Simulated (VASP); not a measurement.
OSZICAR of a VASP run on CoC (relaxed from the zinc blende structure, space group F-43m):

### OSZICAR
```
       N       E                     dE             d eps       ncg     rms          rms(c)
DAV:   1     0.484499628078E+02    0.48450E+02   -0.60834E+03  1720   0.142E+03
DAV:   2    -0.166698837703E+02   -0.65120E+02   -0.60847E+02  1704   0.239E+02
DAV:   3    -0.208576223088E+02   -0.41877E+01   -0.40690E+01  1846   0.690E+01
DAV:   4    -0.209562922223E+02   -0.98670E-01   -0.98495E-01  1852   0.114E+01
DAV:   5    -0.209589165096E+02   -0.26243E-02   -0.26241E-02  1900   0.190E+00    0.239E+01
DAV:   6    -0.252059139362E+02   -0.42470E+01   -0.13565E+02  1838   0.197E+02    0.258E+01
DAV:   7    -0.162450059421E+02    0.89609E+01   -0.52391E+01  1856   0.137E+02    0.298E+00
DAV:   8    -0.163035261770E+02   -0.58520E-01   -0.12835E+00  1798   0.123E+01    0.139E+00
DAV:   9    -0.162903985069E+02    0.13128E-01   -0.44963E-02  2572   0.263E+00    0.541E-01
DAV:  10    -0.162886376655E+02    0.17608E-02   -0.17138E-03  1816   0.517E-01    0.132E-01
DAV:  11    -0.162885870032E+02    0.50662E-04   -0.24628E-04  1934   0.282E-01    0.671E-02
DAV:  12    -0.162885807318E+02    0.62714E-05   -0.26766E-04  2364   0.211E-01    0.372E-02
DAV:  13    -0.162885705207E+02    0.10211E-04   -0.65877E-05  2478   0.115E-01    0.435E-03
DAV:  14    -0.162885704618E+02    0.58923E-07   -0.22923E-06  1410   0.225E-02
   1 F= -.16288570E+02 E0= -.16288217E+02  d E =-.162886E+02
       N       E                     dE             d eps       ncg     rms          rms(c)
DAV:   1    -0.162895722260E+02   -0.10017E-02   -0.15272E-02  1758   0.253E+00    0.298E-01
DAV:   2    -0.162908773957E+02   -0.13052E-02   -0.31927E-02  1832   0.331E+00    0.389E-01
DAV:   3    -0.162885883727E+02    0.22890E-02   -0.13912E-02  1800   0.214E+00    0.596E-02
DAV:   4    -0.162885523083E+02    0.36064E-04   -0.20176E-04  1770   0.168E-01    0.203E-02
DAV:   5    -0.162885482924E+02    0.40159E-05   -0.12666E-05  2324   0.379E-02    0.886E-03
DAV:   6    -0.162885471004E+02    0.11920E-05   -0.21018E-06   856   0.181E-02    0.146E-03
DAV:   7    -0.162885471703E+02   -0.69890E-07   -0.38642E-07   840   0.105E-02
   2 F= -.16288547E+02 E0= -.16288197E+02  d E =0.232915E-04
       N       E                     dE             d eps       ncg     rms          rms(c)
DAV:   1    -0.162889924542E+02   -0.44535E-03   -0.60986E-03  1762   0.160E+00    0.188E-01
DAV:   2    -0.162895062780E+02   -0.51382E-03   -0.12632E-02  1836   0.208E+00    0.245E-01
DAV:   3    -0.162886025768E+02    0.90370E-03   -0.55518E-03  1804   0.135E+00    0.376E-02
DAV:   4    -0.162885882369E+02    0.14340E-04   -0.82300E-05  1774   0.109E-01    0.123E-02
DAV:   5    -0.162885867092E+02    0.15277E-05   -0.38767E-06  1272   0.216E-02    0.551E-03
DAV:   6    -0.162885864303E+02    0.27886E-06   -0.16027E-06   866   0.131E-02
   3 F= -.16288586E+02 E0= -.16288234E+02  d E =-.159686E-04
```

Q: Which electronic solver shows in the log?

A: It is blocked Davidson (ALGO = Normal, or the opening steps of other solvers). The INCAR had ALGO = Normal.

Q: How was spin treated?

A: Without spin polarisation: there is no mag entry.

Q: Can the final energy be trusted as converged?

A: The calculation finished and met its thresholds. It stopped with EDIFF = 1E-6, NELM = 100, NSW = 60 and EDIFFG = -0.01 after 3 ionic steps (PBEsol GGA, plane waves, VASP's PBE PAW potentials (set 64)).

The structure was generated: CoC was put into the zinc blende type (F-43m), which need not be its known phase. This run relaxes it. Symmetry was kept, so distortions that lower it aren't found. The start is the result of an earlier pass. The run is not spin-polarised, so no magnetic state was tried. The electron count is odd and the run is not spin-polarised, which forces a metal.
